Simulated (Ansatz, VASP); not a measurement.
# Cross-check of MgTl between VASP and Ansatz

Wanted: the spread between two codes on one cell, functional and k mesh. The cell is taken from a series of runs on this material, whose earlier steps may have relaxed, scaled, displaced or heated it; both programs get it as it stands.

Method: plane waves, with VASP 6.6.1 beside it; zone-centre phonons at PBEsol, in Ansatz 0.2.0.

## Step 1: The starting structure

The structure is cubic, space group Pm-3m (No. 221). The conventional cell has a = 3.623 Å, b = 3.623 Å, c = 3.623 Å, α = 90.00°, β = 90.00°, γ = 90.00°. Nearest to Mg lie 8 Tl at 3.14 Å. Nearest to Tl lie 8 Mg at 3.14 Å. Farther neighbours are not listed.

## Step 2: VASP: zone-centre phonons, PBEsol

Second derivatives magnify differences that forces hide, and they need a tight electronic threshold.

Lines of VASP's logs that name or quote its potential files are left out, and so is its time.

INCAR reads:

```
SYSTEM = MgTl
PREC = Accurate
ENCUT = 600
EDIFF = 1E-08
NELM = 120
ISMEAR = 1
SIGMA = 0.2
LREAL = .FALSE.
ALGO = Normal
GGA = PS
NBANDS = 13
LORBIT = 11
LWAVE = .FALSE.
LCHARG = .FALSE.
ISIF = 2
IBRION = 8
LASPH = .TRUE.
GGA_COMPAT = .FALSE.
KPAR = 2
```

POSCAR reads:

```
MgTl
1.0
    3.6228222656      0.0000000000      0.0000000000
    0.0000000000      3.6228222656      0.0000000000
    0.0000000000      0.0000000000      3.6228222656
Mg Tl
1 1
Direct
    0.0000000000      0.0000000000      0.0000000000
    0.5000000000      0.5000000000      0.5000000000
```

KPOINTS reads:

```
Automatic mesh
0
Gamma
12 12 12
0 0 0
```

PAW data sets: Mg and Tl_d (PBE family, release 64).

The run is started by

```console
$ mpirun -np 2 vasp_std
```

Numbers of over 12 decimals in the logs are rounded to 6 here.

The log of the run:

```text
[banner, memory and clock lines left out]
running    2 mpi-ranks, on    1 nodes
 distrk:  each k-point on    1 cores,    2 groups
 distr:  one band on    1 cores,    1 groups

 POSCAR found type information on POSCAR MgTl
 POSCAR found :  2 types and       2 ions
|                                                                             |
|               ----> ADVICE to this user running VASP <----                  |
|                                                                             |
|     You enforced a specific xc type in the INCAR file but a different       |
|     [... a line on the potential file left out ...]
|     I HOPE YOU KNOW WHAT YOU ARE DOING!                                     |
|                                                                             |

 LDA part: xc-table for (Slater+PW92), standard interpolation
 POSCAR, INCAR and KPOINTS ok, starting setup
 FFT: planning ... GRIDC
 FFT: planning ... GRID_SOFT
 FFT: planning ... GRID
 WAVECAR not read
 entering main loop
       N       E                     dE             d eps       ncg     rms          rms(c)
DAV:   1     0.583257868324E+02    0.58326E+02   -0.78838E+03  2312   0.109E+03
DAV:   2    -0.358741723957E+01   -0.61913E+02   -0.59606E+02  2534   0.213E+02
DAV:   3    -0.462820543188E+01   -0.10408E+01   -0.10379E+01  2589   0.245E+01
DAV:   4    -0.463404988776E+01   -0.58445E-02   -0.58443E-02  2334   0.202E+00
DAV:   5    -0.463413208210E+01   -0.82194E-04   -0.82195E-04  2584   0.234E-01    0.258E+00
DAV:   6    -0.455926355921E+01    0.74869E-01   -0.74770E-02  2294   0.246E+00    0.174E+00
DAV:   7    -0.453008559696E+01    0.29178E-01   -0.35579E-02  2279   0.166E+00    0.670E-01
DAV:   8    -0.452823818488E+01    0.18474E-02   -0.33322E-03  2419   0.395E-01    0.543E-02
DAV:   9    -0.452819928019E+01    0.38905E-04   -0.22190E-04  2284   0.938E-02    0.237E-02
DAV:  10    -0.452819683805E+01    0.24421E-05   -0.57411E-06  2569   0.182E-02    0.458E-03
DAV:  11    -0.452819702810E+01   -0.19006E-06   -0.30669E-07  2337   0.412E-03    0.118E-03
DAV:  12    -0.452819707238E+01   -0.44277E-07   -0.62488E-08  2424   0.211E-03    0.263E-04
DAV:  13    -0.452819707270E+01   -0.31787E-09   -0.87636E-10  1257   0.197E-04
   1 F= -.45281971E+01 E0= -.45287540E+01  d E =0.167077E-02
 Linear response reoptimize wavefunctions to high precision
DAV:   1    -0.452819707348E+01   -0.78580E-09   -0.87219E-11  1347   0.756E-05
DAV:   2    -0.452819707345E+01    0.30241E-10   -0.82698E-12  1187   0.227E-05
 Linear response DOF=           2
 Linear response progress:
  Degree of freedom:   1/  2
       N       E                     dE             d eps       ncg     rms          rms(c)
RMM:   1    -0.186905520252E-02   -0.18691E-02    0.20397E-03  9031   0.259E-01
RMM:   2    -0.184685915346E-02    0.22196E-04   -0.54771E-05  7867   0.391E-02    0.291E-02
RMM:   3    -0.183041238509E-02    0.16447E-04   -0.81462E-06  8050   0.182E-02    0.159E-02
RMM:   4    -0.181918966846E-02    0.11223E-04   -0.46952E-06  7999   0.144E-02    0.350E-03
RMM:   5    -0.181366740412E-02    0.55223E-05   -0.30351E-07  8010   0.423E-03    0.385E-04
RMM:   6    -0.181378973068E-02   -0.12233E-06   -0.43832E-09  8185   0.454E-04    0.171E-04
RMM:   7    -0.181385597769E-02   -0.66247E-07   -0.26993E-10  8275   0.100E-04    0.192E-05
RMM:   8    -0.181390753797E-02   -0.51560E-07    0.27422E-10  8340   0.311E-05    0.473E-06
RMM:   9    -0.181392015257E-02   -0.12615E-07    0.11477E-10  8454   0.850E-06    0.104E-06
RMM:  10    -0.181392018797E-02   -0.35399E-10   -0.28520E-11  6535   0.202E-06    0.178E-07
 first order change of Fermi-energy   0.74538E-04
 force on displaced ion       1 direction 1 :  -1.760  -0.000  -0.000
 Linear response progress:
  Degree of freedom:   2/  2
       N       E                     dE             d eps       ncg     rms          rms(c)
RMM:   1    -0.333837758858E+00   -0.33384E+00   -0.21650E-01  7677   0.423E+00
RMM:   2    -0.335063906554E+00   -0.12261E-02   -0.23247E-03  7712   0.430E-01    0.425E-02
RMM:   3    -0.334908235530E+00    0.15567E-03   -0.60850E-05  9120   0.588E-02    0.235E-02
RMM:   4    -0.334791070305E+00    0.11717E-03   -0.46548E-05  8775   0.451E-02    0.583E-03
RMM:   5    -0.334796479539E+00   -0.54092E-05   -0.16113E-06  8802   0.888E-03    0.195E-03
RMM:   6    -0.334782699083E+00    0.13780E-04   -0.53335E-08  9066   0.143E-03    0.755E-04
RMM:   7    -0.334767865854E+00    0.14833E-04   -0.82738E-10  9072   0.579E-04    0.570E-05
RMM:   8    -0.334766748696E+00    0.11172E-05   -0.92056E-10  9436   0.856E-05    0.326E-05
RMM:   9    -0.334766922640E+00   -0.17394E-06   -0.88366E-09  9221   0.302E-05    0.150E-06
RMM:  10    -0.334766933810E+00   -0.11170E-07   -0.80754E-09  9102   0.911E-06    0.698E-07
RMM:  11    -0.334766949299E+00   -0.15490E-07   -0.29949E-09  5536   0.616E-06    0.185E-07
RMM:  12    -0.334766949698E+00   -0.39825E-09   -0.14795E-09  4096   0.583E-06    0.480E-08
 first order change of Fermi-energy  -0.22098E-03
 force on displaced ion       2 direction 1 :  -1.762   0.000  -0.000
 Linear response finished
```

OUTCAR, selected parts (step 2):

```text
ion  position               nearest neighbor table
   1  0.000  0.000  0.000-   2 3.14   2 3.14   2 3.14   2 3.14   2 3.14   2 3.14   2 3.14   2 3.14

  LATTYP: Found a simple cubic cell.
 ALAT       =     3.6228222656

 Subroutine GETGRP returns: Found 48 space group operations
 (whereof 48 operations were pure point group operations)

The static configuration has the point symmetry O_h .

 Found     84 irreducible k-points:

   k-points           NKPTS =     84   k-points in BZ     NKDIM =     84   number of bands    NBANDS=     13

   dimension x,y,z NGX =    30 NGY =   30 NGZ =   30
   dimension x,y,z NGXF=    60 NGYF=   60 NGZF=   60

   ENCUT  =  600.0 eV  44.10 Ry    6.64 a.u.   7.24  7.24  7.24*2*pi/ulx,y,z

   NELECT =      15.0000    total number of electrons

 k-points in reciprocal lattice and weights: Automatic mesh
   0.00000000  0.00000000  0.00000000       0.001
   0.08333333  0.00000000  0.00000000       0.003
   0.16666667  0.00000000  0.00000000       0.003
   0.25000000  0.00000000  0.00000000       0.003
   0.33333333  0.00000000  0.00000000       0.003
   0.41666667  0.00000000  0.00000000       0.003
   0.50000000  0.00000000  0.00000000       0.002
   0.08333333  0.08333333  0.00000000       0.007
   0.16666667  0.08333333  0.00000000       0.014
[...]
0.50000000  0.50000000  0.41666667       0.003
   0.50000000  0.50000000  0.50000000       0.001

 average (electrostatic) potential at core
       1 -36.5930       2 -83.9241

  Total       -0.0300980     -0.0300980     -0.0300980      0.0000000      0.0000000      0.0000000
  in kB       -1.0141626     -1.0141626     -1.0141626      0.0000000      0.0000000      0.0000000
  external PRESSURE =      -1.0141626 kB  Pullay stress =       0.0000000 kB

  energy-cutoff  :      600.00
  volume of cell :       47.55
      direct lattice vectors                 reciprocal lattice vectors
     3.622822266  0.000000000  0.000000000     0.276027894  0.000000000  0.000000000
     0.000000000  3.622822266  0.000000000     0.000000000  0.276027894  0.000000000
     0.000000000  0.000000000  3.622822266     0.000000000  0.000000000  0.276027894

 POSITION                                       TOTAL-FORCE (eV/Angst)
 -----------------------------------------------------------------------------------
      0.00000      0.00000      0.00000         0.000000      0.000000      0.000000
      1.81141      1.81141      1.81141         0.000000      0.000000      0.000000
 -----------------------------------------------------------------------------------
    total drift:                                0.000000      0.000000      0.000000

 Eigenvectors and eigenvalues of the dynamical matrix
 ----------------------------------------------------

   1 f  =    4.450771 THz    27.965021 2PiTHz  148.461753 cm-1    18.406903 meV
             X         Y         Z           dx          dy          dz
      0.000000  0.000000  0.000000     0.945330    0.000000   -0.000000
      1.811411  1.811411  1.811411    -0.326116   -0.000000    0.000000

   2 f  =    4.450771 THz    27.965021 2PiTHz  148.461753 cm-1    18.406903 meV
             X         Y         Z           dx          dy          dz
      0.000000  0.000000  0.000000     0.000000   -0.945330    0.000000
      1.811411  1.811411  1.811411     0.000000    0.326116    0.000000

   3 f  =    4.450771 THz    27.965021 2PiTHz  148.461753 cm-1    18.406903 meV
             X         Y         Z           dx          dy          dz
      0.000000  0.000000  0.000000     0.000000    0.000000    0.945330
      1.811411  1.811411  1.811411     0.000000    0.000000   -0.326116

   4 f/i=    0.000507 THz     0.003187 2PiTHz    0.016918 cm-1     0.002098 meV
             X         Y         Z           dx          dy          dz
      0.000000  0.000000  0.000000     0.022538    0.105961    0.307597
      1.811411  1.811411  1.811411     0.065333    0.307155    0.891648

   5 f/i=    0.000507 THz     0.003187 2PiTHz    0.016918 cm-1     0.002098 meV
             X         Y         Z           dx          dy          dz
      0.000000  0.000000  0.000000     0.318980   -0.067848    0.000000
      1.811411  1.811411  1.811411     0.924644   -0.196675    0.000000

   6 f/i=    0.000507 THz     0.003187 2PiTHz    0.016918 cm-1     0.002098 meV
             X         Y         Z           dx          dy          dz
      0.000000  0.000000  0.000000    -0.063995   -0.300867    0.108332
      1.811411  1.811411  1.811411    -0.185507   -0.872137    0.314026

 ELASTIC MODULI CONTR FROM IONIC RELAXATION (kBar)
 Direction    XX          YY          ZZ          XY          YZ          ZX
 --------------------------------------------------------------------------------
 XX           0.0000      0.0000      0.0000      0.0000      0.0000      0.0000
 YY           0.0000      0.0000      0.0000      0.0000      0.0000      0.0000
 ZZ           0.0000      0.0000      0.0000      0.0000      0.0000      0.0000
 XY           0.0000      0.0000      0.0000      0.0000      0.0000      0.0000
 YZ           0.0000      0.0000      0.0000      0.0000      0.0000      0.0000
 ZX           0.0000      0.0000      0.0000      0.0000      0.0000      0.0000
 --------------------------------------------------------------------------------
```

## Step 3: Ansatz: zone-centre phonons, PBEsol

Ansatz runs on its PAW soft_1 files.

The same cell, functional, mesh and smearing now go to Ansatz, which takes its cutoff from its data sets.

input.yaml reads:

```yaml
crystal:
  lattice:
    - [3.6228222656, 0.0, 0.0]
    - [0.0, 3.6228222656, 0.0]
    - [0.0, 0.0, 3.6228222656]
  atoms:
    - { symbol: Mg, position: [0.0, 0.0, 0.0] }
    - { symbol: Tl, position: [0.5, 0.5, 0.5] }
kpoints:
  mp_grid: { grid: [12, 12, 12] }
hamiltonian:
  xc: pbesol
  pseudopotentials: { kind: paw, azcp: { folder: soft_1 }, xc_functional: pbe }
scf:
  occupations: { method: methfessel_paxton, width: 0.2 }
output:
  eigenvalues: true
phonons:
  method: dfpt
```

The run is started by

```console
$ ansatz run input.yaml --threads 4 --pin off --max-ram 10240MiB --backend cpu --events-out ev --progress --plain --runs-dir out
```

The log of the run:

```text
Engine: ansatz 0.2.0, aarch64-unknown-linux-gnu
Pseudopotentials: kind: paw
Pseudopotential: Mg, paw, valence charge 10, recommended cutoff 420 eV (normal), soft_1/Mg.paw.azcp
Pseudopotential: Tl, paw, valence charge 13, recommended cutoff 420 eV (normal), soft_1/Tl.paw.azcp
Functional definition: PBEsol
  exchange = pbesol_x
  correlation = pbesol_c
Crystal: 2 atoms, lattice volume = 47.549 Å³
Basis set: ecut = 420 eV, 925 PW (Γ), exchange–correlation on 50×50×50 points (8 copies of the dense FFT grid, shifted against one another)
Bands: 16, of which v1, the nominal top of the filled ones, is band 12 counted from 1 (11 counted from 0)
Symmetry: 48 space group operations
k-points: 196 of 1728 (irreducible under 8 space group operations, time reversal used)
Non-local potential: Mg, projectors of the file, l = 0: 3, l = 1: 2, l = 2: 1
Non-local potential: Tl, projectors of the file, l = 0: 2, l = 1: 2, l = 2: 2, l = 3: 1
PAW form: soft (Blöchl's): semilocal exchange-correlation on the pseudo side does not see the compensation charge
PAW frozen core: Mg, regenerated for the run's functional, and the local potential with it (the file was generated under x = pbe(κ = 0.804, μ = 0.219515), c = pbe(β = 0.066725))
PAW frozen core: Tl, regenerated for the run's functional, and the local potential with it (the file was generated under x = pbe(κ = 0.804, μ = 0.219515), c = pbe(β = 0.066725))
PAW one-centre angular grid: Mg, 110 points (default); XC on 64 Gauss nodes
PAW one-centre angular grid: Tl, 590 points (default); XC on 64 Gauss nodes
Initial density: superposition of atomic densities (chi_scale 0.1, normalization cell, long waves kept (reshape's long-wave potential 0.00 eV rms))
Initial wavefunctions: pseudopotential atomic-orbital guess
Functional: x = pbesol(κ = 0.804, μ = 0.123457), c = pbesol(β = 0.046)
SCF iter   1: F=—  HF=-13209.998146 eV  |F-HF|=—  |Δ(HF+E_count)|=         —  Δρ=2.51e-2  dr2=3.53e-1  ethr=3.10e-3  ⟨swp⟩=5.1  Hψ=15205  notcnv=0
preconditioner: auto → none  [metal: Δε(μ)=0.108 eV  Ē_g=13.120 eV  σ=0.200 eV  W_gap=0.42  n_scr=6 (ndim 8)  ℏωp=20.9 eV  f_vac=0.000  D(μ)=0.62/eV (n_scr^D=0)  sad-step TF]
SCF iter   2: F=—  HF=-13209.910105 eV  |F-HF|=—  |Δ(HF+E_count)|=   8.80e-2  S|Δr|=    0.00e0  Δρ=1.30e-2  dr2=9.40e-2  ethr=1.53e-3  ⟨swp⟩=1.7  Hψ=5257  notcnv=0  defer=9
SCF iter   3: F=—  HF=-13209.890583 eV  |F-HF|=—  |Δ(HF+E_count)|=   1.95e-2  S|Δr|=    0.00e0  Δρ=2.22e-3  dr2=2.18e-3  ethr=4.09e-4  ⟨swp⟩=2.0  Hψ=4230  notcnv=0  defer=12
SCF iter   4: F=—  HF=-13209.890552 eV  |F-HF|=—  |Δ(HF+E_count)|=   3.13e-5  S|Δr|=    0.00e0  Δρ=3.93e-4  dr2=8.22e-5  ethr=9.46e-6  ⟨swp⟩=2.6  Hψ=5702  notcnv=0  defer=49
SCF iter   5: F=—  HF=-13209.890514 eV  |F-HF|=—  |Δ(HF+E_count)|=   3.82e-5  S|Δr|=    0.00e0  Δρ=5.00e-5  dr2=7.67e-7  ethr=3.57e-7  ⟨swp⟩=2.0  Hψ=5326  notcnv=0  defer=49
SCF iter   6: F=—  HF=-13209.890512 eV  |F-HF|=—  |Δ(HF+E_count)|=   1.45e-6  S|Δr|=    0.00e0  Δρ=3.93e-6  dr2=5.78e-9  ethr=3.33e-9  ⟨swp⟩=2.0  Hψ=4561  notcnv=0  defer=49
SCF iter   7: F=—  HF=-13209.890512 eV  |F-HF|=—  |Δ(HF+E_count)|=   6.78e-9  S|Δr|=    0.00e0  Δρ=3.52e-7  dr2=4.78e-11  ethr=2.51e-11  ⟨swp⟩=2.0  Hψ=5352  notcnv=0  defer=49
SCF iter   8: F=-13209.890512 eV  HF=-13209.890512 eV  |F-HF|=1.82e-12  |Δ(HF+E_count)|=  8.73e-11  S|Δr|=    0.00e0  Δρ=1.20e-7  dr2=5.28e-12  ethr=1.00e-12  ⟨swp⟩=7.3  Hψ=13672  notcnv=0
SCF 1 converged in 8 iterations: F = -13209.890512 eV  dr2 = 5.28e-12
  greatest PAW one-centre occupation: 1.000 electrons in one spin orbital (limit 2), on the Mg atom at site 0 (counted from 0), in its partial waves of l = 0
DFPT response loops at Γ: preconditioner auto → Kerker (q_TF=auto, 2.417 Å⁻¹) (partly filled bands, converged f_vac=0.000); β = 1.00, the filter's whole step (`scf.mixing.beta` (0.50) is not read by the response loops under this deck's `scf.mixing.preconditioner`; to damp them name `kerker` or `kerker_dos`, under which they read `scf.mixing.beta`, and type it under 1.00, their step now; both keys bind the ground state too); Broyden in place of MSR1
SCF converged after 8 iterations
Stability not checked: this state was not tested for a lower state beside it, because cold or Methfessel-Paxton smearing, or corrected tetrahedra, fill the levels in a way that the test cannot read (fill_not_monotonic; see scf.lower_state_search)
Free energy (F): -13209.890512 eV
Harris-Foulkes:  -13209.890512 eV  (|F-HF|=1.82e-12)
Internal energy: -13209.892200 eV  (E = F + TS)
E sigma→0 (E₀):  -13209.890934 eV
Entropy (-TS):   0.001688 eV (0.844 meV/atom)
Fermi energy:    9.399915 eV
--- Per-component energies (eV) ---
  E_band       = -330.626573
  E_kinetic    = 337.208540
  E_local      = -2439.584455  (includes V_loc(G=0)·N_el)
  E_nonlocal   = 511.888430
  E_hartree    = 851.025250
  E_xc         = -211.078635
  E_vxc        = -158.127043  (∫ρ·V_xc dr)
  E_paw        = -10328.266180  (= ΣΔE_a)
  E_vpaw       = -284.062413  (= ΣTr[D̂ρ^β])
  E_aug_tail   = -0.000209  (compensation charges beyond the density's cutoff)
  E_ewald      = -1931.182137
  E_core_change = 0.097195  (= ΣΔE_core)
  E_smearing   = 0.001688  (= −TS)
  E_closure    = 0.000000  (closes the sum)
  Σ components = -13209.890512   (vs F -13209.890512, Δ=0.00e0)
--- Band table (eV; the first three rows and the last of 196) ---
  k-point 0: bands = [... 8 lower, -1.9949, -0.2508, 11.8485, 11.8485, 11.8485, 12.9241, 14.6932, 14.6932]
  k-point 1: bands = [... 8 lower, -1.9939, -0.1689, 10.6874, 11.9418, 11.9418, 13.4333, 14.7291, 15.5301]
  k-point 2: bands = [... 8 lower, -1.9912, 0.0783, 9.0655, 12.2160, 12.2160, 13.7802, 14.8342, 17.3600]
  k-point 195: bands = [... 8 lower, -1.7878, 5.7696, 9.1098, 9.1098, 9.1098, 11.5002, 11.5002, 11.5002]
--- Phonons (Γ-DFPT): 2 representative perturbations + reference, on 196 of 1728 k-points (Σ response iterations 6) ---
  k mesh reduced under 8 symmetry operations, with k and −k counted as one. Each operation leaves every solved perturbation unchanged. A smaller set is not used because it would not reduce the number of displacements times k-points to solve
  ASR residual: 3.210e-5 → 0.000e0 eV/Å²; symmetrization residual: 3.005e-6 eV/Å²
  ASR residual per site (eV/Å²): 2.38e-5 3.21e-5
  Γ frequencies (cm⁻¹): 0.00 0.00 0.00 148.90 148.90 148.90
  non-analytic LO–TO correction: not included (Born effective charges unavailable; polar crystals: no LO–TO splitting at Γ)
```

Reading the cycles: dr2 is the Hartree energy of the density residual (eV), the measure of convergence; HF is the Harris–Foulkes estimate of the energy, which meets the free energy F at convergence.

## Step 4: Comparison

Known differences besides the potentials themselves: the data sets hold 23 valence electrons in Ansatz (on its PAW soft_1 files) and 15 in VASP; the cutoff is 420 eV in Ansatz and 600 eV in VASP; Ansatz makes its cores anew for this functional, VASP keeps those of its PBE data sets. Total energies have different zeros and are not compared.

Both answers:

```
                  quantity  Ansatz   VASP  difference
optical mode 1 to 3 (cm⁻¹)   148.9  148.5     +0.30 %
```

Modes are paired by rising frequency, not by their patterns, so a pair may set unlike modes beside each other; they are those without the splitting of longitudinal modes.

## Step 5: What came out

- r.m.s. difference of the optical zone-centre modes, each program's sorted by frequency (zone-centre phonons, PBEsol): 0.44 cm⁻¹

In words: The r.m.s. difference of the optical zone-centre modes, each program's sorted by frequency is 0.44 cm⁻¹ (zone-centre phonons, PBEsol). The data sets hold unlike numbers of valence electrons (23 in Ansatz and 15 in VASP), so part of the differences comes from the potentials. How closely two codes agree says nothing of how well the functional describes the real material.

[Lines on the potential files, build, host, timing and source positions are cut from VASP's logs without a mark.]

[Logs are printed without paths, hosts, clocks, repeated set-up lines and the standing remarks that a program may print on its own settings, such as how far it seeks lower states.]

[Hosts, paths, dates, database ids (printed as entryN), source tags and the programs' standing remarks are cut or masked in the printed files.]
